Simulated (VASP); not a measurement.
A convergence study with VASP on W (bcc): a few settings are varied, all else stays as given below, so the limit is that of these other settings. The cell's lengths are 1 % over those of the tabulated start, so it is off equilibrium.

```xyz
1
Lattice="-1.5958 1.5958 1.5958 1.5958 -1.5958 1.5958 1.5958 1.5958 -1.5958" Properties=species:S:1:pos:R:3 pbc="T T T"
W      0.0000     0.0000     0.0000
```

These are PBEsol GGA, VASP's PBE PAW potentials (set 64) (plane waves; VASP 6.6.1) values and carry that method's errors. The last row used: 550 eV cut-off, 14×14×14 Γ-centred mesh, first-order Methfessel-Paxton smearing of 0.10 eV, potentials W_sv.

```
setting                      E (eV/atom)  pressure (GPa)  electronic steps
---------------------------  -----------  --------------  ----------------
ALGO = Normal, EDIFF = 1E-2     -13.7805          -10.43                 8
ALGO = Normal, EDIFF = 1E-3     -13.7805          -10.37                 9
ALGO = Normal, EDIFF = 1E-4     -13.7805          -10.37                 9
ALGO = Normal, EDIFF = 1E-5     -13.7805          -10.30                 9
ALGO = Normal, EDIFF = 1E-6     -13.7805           -9.59                11
ALGO = Normal, EDIFF = 1E-7     -13.7805           -9.59                12
ALGO = Normal, EDIFF = 1E-8     -13.7805           -9.59                14
ALGO = Normal, EDIFF = 1E-9     -13.7805           -9.59                14
ALGO = Fast, EDIFF = 1E-2       -13.7804          -12.82                 8
ALGO = Fast, EDIFF = 1E-3       -13.7805           -9.17                 9
ALGO = Fast, EDIFF = 1E-4       -13.7805          -10.33                10
ALGO = Fast, EDIFF = 1E-5       -13.7805           -9.41                11
ALGO = Fast, EDIFF = 1E-6       -13.7805           -9.53                13
ALGO = Fast, EDIFF = 1E-7       -13.7805           -9.58                15
ALGO = Fast, EDIFF = 1E-8       -13.7805           -9.60                16
ALGO = Fast, EDIFF = 1E-9       -13.7805           -9.59                19
ALGO = All, EDIFF = 1E-2        -13.7788           -9.98                10
ALGO = All, EDIFF = 1E-3        -13.7804           -9.67                12
ALGO = All, EDIFF = 1E-4        -13.7805           -9.52                13
ALGO = All, EDIFF = 1E-5        -13.7805           -9.55                14
ALGO = All, EDIFF = 1E-6        -13.7805           -9.60                16
ALGO = All, EDIFF = 1E-7        -13.7805           -9.58                17
ALGO = All, EDIFF = 1E-8        -13.7805           -9.59                19
ALGO = All, EDIFF = 1E-9        -13.7805           -9.59                19
```

Left out are rungs that failed or repeat a setting and relaxations that didn't move; long series are thinned to 24 rows.

The compound is W in the bcc structure. The cell was not relaxed at this level.
